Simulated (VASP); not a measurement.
An input for Ansatz (written as the equivalent of a VASP run, and not itself run):

Ansatz 0.2 input:
```yaml
crystal:
  lattice:
    - [0.0000000, 3.5350000, 3.5350000]
    - [3.5350000, 0.0000000, 3.5350000]
    - [3.5350000, 3.5350000, 0.0000000]
  atoms:
    - { symbol: K, position: [0.0000000, 0.0000000, 0.0000000] }
    - { symbol: I, position: [0.5000000, 0.5000000, 0.5000000] }
kpoints:
  mp_grid: { grid: [6, 6, 6] }
hamiltonian:
  xc: pbe
  pseudopotentials: { kind: paw }
scf:
  occupations: { method: gaussian, width: 0.05 }
  max_iter: 100
output: { forces: true, stress: true, eigenvalues: true }
```

Q: Translate this input to VASP (INCAR, KPOINTS, POSCAR, choice of POTCAR).

A: Several could match; the one computed here: 
POSCAR:
```
KI
7.070
  0.0000000000   0.5000000000   0.5000000000
  0.5000000000   0.0000000000   0.5000000000
  0.5000000000   0.5000000000   0.0000000000
K I
1 1
Direct
  0.0000000000   0.0000000000   0.0000000000
  0.5000000000   0.5000000000   0.5000000000
```

INCAR:
```
! general
SYSTEM =KI
PREC   =Accurate
ENCUT  =400
LREAL  =.FALSE.
LASPH  =.TRUE.

! electronic loop
EDIFF  =1E-6
NELM   =100
ALGO   =Normal
LMAXMIX=4

! smearing
ISMEAR =0
SIGMA  =0.05

! functional
GGA    =PE

! ions
ISIF   =2

! output
LWAVE  =.FALSE.
LCHARG =.FALSE.
```

### KPOINTS
```
Automatic
0
Gamma
 6 6 6
0 0 0
```

POTCAR, in this order: K_sv I (PBE.64 set). Program: vasp_std.

The two are equivalent in intent, not identical: each code has its own PAW files, so the cut-off isn't converted (ENCUT is set for VASP's; basis.ecutwfc is left out, and Ansatz then takes the one that its files recommend); Ansatz stops its SCF on the density residual and VASP on the energy change (EDIFF).

The compound is KI in the rock salt structure. The cell was not relaxed at this level.
